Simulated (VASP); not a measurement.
Consider the following.

```
CELL_PARAMETERS angstrom
      5.06482     0.00000     0.00000
     -2.53241     4.38626     0.00000
      0.00000     0.00000     3.55610
ATOMIC_POSITIONS crystal
  La 0.00000 0.00000 0.00000
  Hg 0.66667 0.33333 0.50000
  Hg 0.33333 0.66667 0.50000
```

Level of theory: LDA (Ceperley-Alder, Perdew-Zunger), VASP's LDA PAW potentials (set 64) (plane waves; VASP 6.6.1). Numerical set-up: 300 eV cut-off, 5×5×6 Γ-centred mesh, Gaussian smearing of 0.27 eV, potentials La Hg.

At this cut-off the stress carries a Pulay error, which pulls relaxed volumes low. Unless said otherwise, spin-orbit coupling is left out, though it shifts the bands of the heavy elements here.

What does the run give for the energy per atom (σ→0), pressure, band gap (on the k-mesh) with the smallest direct gap where there is one?

```json
{
 "band gap (on the k-mesh)": "none (metal, semimetal or under 0.01 eV)",
 "energy per atom (σ→0)": "-299.4 kJ/mol-atom",
 "pressure": "-5.11 GPa"
}
```

Total energies compare only between runs with the same potentials, cut-off and functional.

The structure comes from a computed database's LaHg2 entry (P6/mmm); how it stands against other phases isn't given here. The cell was not relaxed at this level. The electron count is odd and the run is not spin-polarised, which forces a metal.
